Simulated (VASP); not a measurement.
Energy against volume of YN (rock salt). Level of theory: PBE GGA with D4 dispersion, VASP's PBE PAW potentials (set 64) (plane waves; VASP). Numerical set-up: 520 eV cut-off, 9×9×9 Γ-centred mesh, Gaussian smearing of 0.050 eV, potentials Y_sv N.

```csv
V (Å³/atom),E (eV/atom)
13.550,-9.38495
13.982,-9.40795
14.414,-9.41519
14.847,-9.40894
```

**Question.** Fit these four points and predict the energy of the run at 15.279 Å³/atom.

**Answer.** A cubic in V^(−2/3), the third-order Birch-Murnaghan form, passes through the four points with V0 = 14.42 Å³/atom and B0 = 166 GPa, and gives -9.3912 eV/atom there. The run gave -9.3912 eV/atom, +0.0 meV/atom from the fit; all five points give B0 = 166 GPa.

The compound is YN in the rock salt structure. It was relaxed first.
